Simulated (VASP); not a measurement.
# C (Fd-3m) in VASP: Born charges and dielectric tensor with LDA

Aim: the Born charges and dielectric tensor of C with LDA.

All numbers are computed with VASP 6.6.1; they aren't measurements. Logs are shortened: lines on timing, memory, paths and dates and some standing lists are left out, and cuts for length are marked.

### Step 1. The structure

It takes space group Fd-3m (No. 227, cubic). Conventional cell: a = 3.534 Å, b = 3.534 Å, c = 3.534 Å, α = 90.00°, β = 90.00°, γ = 90.00°. Around C (site symmetry -43m) lie 4 C at 1.53 Å.

This isn't the form of C at room conditions, which is graphite.

### Step 2. Born charges and dielectric tensor, LDA

Input file INCAR:

```
PREC = Accurate ; ENCUT = 600
EDIFF = 1E-8 ; ISMEAR = 0
SIGMA = 0.02 ; LREAL = F
LASPH = T ; NELM = 60
ALGO = Normal ; ISIF = 2
LWAVE = F ; LCHARG = F
GGA = CA ; LEPSILON = T
IBRION = 8 ; NSW = 1
```

Input file KPOINTS:

```
regular mesh
0
Gamma
  12 12 12
```

Input file POSCAR:

```
C
1.0
    0.0000000000      1.7669600000      1.7669600000
    1.7669600000      0.0000000000      1.7669600000
    1.7669600000      1.7669600000      0.0000000000
C
2
Direct
    0.5000000000      0.5000000000      0.5000000000
    0.7500000000      0.7500000000      0.7500000000
```

Potentials or basis: VASP PAW LDA potentials, release 64 (C).

Command:

```bash
$ cat potpaw_LDA.64/C/POTCAR > POTCAR
$ mpirun -np 1 vasp_std > vasp.out
```

OUTCAR:

```text
PREC = Accurate
   ENCUT = 600
   EDIFF = 1E-8
   ISMEAR = 0
   LREAL = F
   LASPH = T
   NELM = 60
   ISIF = 2
   GGA = CA
   LEPSILON = T
   IBRION = 8
   NSW = 1

 ion  position               nearest neighbor table
   1  0.500  0.500  0.500-   2 1.53   2 1.53   2 1.53   2 1.53
   2  0.750  0.750  0.750-   1 1.53   1 1.53   1 1.53   1 1.53

  LATTYP: Found a face centered cubic cell.
 ALAT       =     3.5339200000

  Lattice vectors:

 A1 = (   0.0000000000,   1.7669600000,   1.7669600000)
 A2 = (   1.7669600000,   0.0000000000,   1.7669600000)
 A3 = (   1.7669600000,   1.7669600000,   0.0000000000)

Analysis of symmetry for initial positions (statically):
=====================================================================
 Subroutine PRICEL returns:
 Original cell was already a primitive cell.

 Routine SETGRP: Setting up the symmetry group for a
 face centered cubic supercell.

 Subroutine GETGRP returns: Found 48 space group operations
 (whereof 24 operations were pure point group operations)
 out of a pool of 48 trial point group operations.

The static configuration has the point symmetry T_d .
 The point group associated with its full space group is O_h .

Analysis of symmetry for dynamics (positions and initial velocities):
=====================================================================
 Subroutine PRICEL returns:
 Original cell was already a primitive cell.

 Routine SETGRP: Setting up the symmetry group for a
 face centered cubic supercell.

 Subroutine GETGRP returns: Found 48 space group operations
 (whereof 24 operations were pure point group operations)
 out of a pool of 48 trial point group operations.

The dynamic configuration has the point symmetry T_d .
 The point group associated with its full space group is O_h .

 Subroutine INISYM returns: Found 48 space group operations
 (whereof 24 operations are pure point group operations),
 and found     1 'primitive' translations

[... 490 lines left out ...]
     0.00535  0.00000  0.00000
     0.00000 -0.00219  4.10748
     0.00000  4.10748 -0.00219

 MACROSCOPIC STATIC DIELECTRIC TENSOR (including local field effects in DFT)
 ------------------------------------------------------
           5.765146    -0.000000     0.000000
           0.000000     5.765146     0.000000
          -0.000000     0.000000     5.765146
 ------------------------------------------------------

 PIEZOELECTRIC TENSOR (including local field effects)  for field in x, y, z        (e  Angst)
          XX          YY          ZZ          XY          YZ          ZX
  --------------------------------------------------------------------------------
  x     0.00000     0.00000     0.00000     0.00000    -0.00000    -0.00000
  y    -0.00000     0.00000    -0.00000    -0.00000     0.00000     0.00000
  z     0.00000     0.00000     0.00000     0.00000    -0.00000     0.00000

 PIEZOELECTRIC TENSOR (including local field effects)  for field in x, y, z        (C/m^2)
          XX          YY          ZZ          XY          YZ          ZX
  --------------------------------------------------------------------------------
  x     0.00000     0.00000     0.00000     0.00000    -0.00000    -0.00000
  y    -0.00000     0.00000    -0.00000    -0.00000     0.00000     0.00000
  z     0.00000     0.00000     0.00000     0.00000    -0.00000     0.00000

 BORN EFFECTIVE CHARGES (including local field effects) (in |e|, cummulative output)
 ---------------------------------------------------------------------------------
 ion    1
    1    -0.00000     0.00000     0.00000
    2     0.00000    -0.00000     0.00000
    3     0.00000     0.00000    -0.00000
 ion    2
    1     0.00000     0.00000     0.00000
    2     0.00000     0.00000     0.00000
    3    -0.00000     0.00000     0.00000

 INTERNAL STRAIN TENSOR FOR ION    2 for displacements in x,y,z  (eV/Angst):
          X           Y           Z          XY          YZ          ZX
  --------------------------------------------------------------------------------
  x    -0.00000     0.00000     0.00000     0.00000    -4.10748     0.00000
  y     0.00000     0.00000     0.00000     0.00000     0.00000    -4.10748
  z     0.00000     0.00000    -0.00000    -4.10748     0.00000     0.00000

 SECOND DERIVATIVES (NOT SYMMETRIZED)
 ------------------------------------
               1X          1Y          1Z          2X          2Y          2Z
  1X   -38.720001    0.000000    0.000000   38.720001    0.000000    0.000000
  1Y     0.000000  -38.720001    0.000000    0.000000   38.720001    0.000000
  1Z     0.000000    0.000000  -38.720001    0.000000    0.000000   38.720001
  2X    38.720001    0.000000    0.000000  -38.720001    0.000000    0.000000
  2Y     0.000000   38.720001    0.000000    0.000000  -38.720001    0.000000
  2Z     0.000000    0.000000   38.720001    0.000000    0.000000  -38.720001

 Eigenvectors and eigenvalues of the dynamical matrix
 ----------------------------------------------------

   1 f  =   39.695732 THz   249.415642 2PiTHz 1324.107102 cm-1   164.168284 meV
             X         Y         Z           dx          dy          dz
      1.766960  1.766960  1.766960     0.000000   -0.707107    0.000000
      2.650440  2.650440  2.650440     0.000000    0.707107    0.000000
[... 21 lines left out ...]
   6 f  =    0.000000 THz     0.000000 2PiTHz    0.000000 cm-1     0.000000 meV
             X         Y         Z           dx          dy          dz
      1.766960  1.766960  1.766960     0.000000    0.000000    0.707107
      2.650440  2.650440  2.650440     0.000000    0.000000    0.707107

--------------------------------------------------------------------------------------------------------

 MACROSCOPIC STATIC DIELECTRIC TENSOR IONIC CONTRIBUTION
 ------------------------------------------------------
           0.000000     0.000000    -0.000000
           0.000000     0.000000     0.000000
          -0.000000     0.000000     0.000000
 ------------------------------------------------------

 ELASTIC MODULI CONTR FROM IONIC RELAXATION (kBar)
 Direction    XX          YY          ZZ          XY          YZ          ZX
 --------------------------------------------------------------------------------
 XX          -0.0000      0.0000      0.0000      0.0000     -0.0000      0.0000
 YY           0.0000     -0.0000      0.0000      0.0000      0.0000      0.0000
 ZZ           0.0000      0.0000     -0.0000     -0.0000      0.0000      0.0000
 XY           0.0000      0.0000     -0.0000    -63.2725      0.0000      0.0000
 YZ          -0.0000      0.0000      0.0000      0.0000    -63.2725      0.0000
 ZX           0.0000      0.0000      0.0000      0.0000      0.0000    -63.2725
 --------------------------------------------------------------------------------

 PIEZOELECTRIC TENSOR IONIC CONTR  for field in x, y, z        (C/m^2)
          XX          YY          ZZ          XY          YZ          ZX
  --------------------------------------------------------------------------------
  x    -0.00000     0.00000     0.00000     0.00000    -0.00000     0.00000
  y     0.00000     0.00000     0.00000     0.00000     0.00000    -0.00000
  z     0.00000     0.00000    -0.00000    -0.00000     0.00000     0.00000
```

OSZICAR:

```text
N       E                     dE             d eps       ncg     rms          rms(c)
DAV:   1    -0.901471153934E+00   -0.90147E+00   -0.55847E+03  1200   0.108E+03
DAV:   2    -0.209816294899E+02   -0.20080E+02   -0.19584E+02  1856   0.122E+02
DAV:   3    -0.211145522326E+02   -0.13292E+00   -0.13292E+00  1232   0.122E+01
DAV:   4    -0.211148086304E+02   -0.25640E-03   -0.25640E-03  1600   0.539E-01
[... 13 lines left out ...]
RMM:   7    -0.111473139713E+00    0.26900E-05    0.31937E-08  7375   0.495E-04    0.695E-05
RMM:   8    -0.111473476825E+00   -0.33711E-06   -0.40316E-08  7208   0.810E-05    0.174E-05
RMM:   9    -0.111473210109E+00    0.26672E-06    0.49416E-08  7337   0.327E-05    0.145E-06
RMM:  10    -0.111473218428E+00   -0.83182E-08   -0.21258E-09  6783   0.331E-06    0.345E-07
 Linear response finished
```

stdout:

```text
POSCAR found type information on POSCAR C
 POSCAR found :  1 types and       2 ions
 scaLAPACK will be used
 LDA part: xc-table for (Slater(with rela. corr.)+CA(PZ))
 , standard interpolation
 POSCAR, INCAR and KPOINTS ok, starting setup
 FFT: planning ... GRIDC
 FFT: planning ... GRID_SOFT
 FFT: planning ... GRID
[... 21 lines left out ...]
 Linear response to external field, progress :
  Direction:   2
 dielectric tensor                  component  2 :     1.266     5.765    -0.028
 Linear response to external field, progress :
  Direction:   3
 dielectric tensor                  component  3 :     0.204     0.981     5.765
 Linear response DOF=           1
 Linear response progress:
 first order change of Fermi-energy   0.16079E-03
 force on displaced ion       1 direction 1 : -38.720  -0.000  -0.000
 Born effective charge ion    1 direction 1 :   0.000   0.000   0.000
 Born effective charges drift removed
 Linear response finished
```

Run time: 52 s. Hardware: 1 thread of Intel Xeon Platinum 8488C (Sapphire Rapids), shared host; peak memory 0.18 GiB.

Results:

* Band gap on the k mesh: 4.19 eV, indirect (least direct gap 5.62 eV)
* Electronic dielectric tensor (diagonal): 5.77
* Born charges (mean of the diagonal): C +0.00 e
* Highest phonon frequency at Γ: 1324 cm⁻¹

Phonon frequencies in cm⁻¹ (negative: imaginary):
```tsv
q point	frequencies
(0.000, 0.000, 0.000)	0 0 0 1324 1324 1324
```

Electronic dielectric tensor:
```
5.77 0.00 0.00
0.00 5.77 0.00
0.00 0.00 5.77
```

Born effective charge tensors (e):
atom 1, C
```
0.00 0.00 0.00
0.00 0.00 0.00
0.00 0.00 0.00
```
atom 2, C
```
0.00 0.00 0.00
0.00 0.00 0.00
0.00 0.00 0.00
```

A k mesh can miss the band edges.
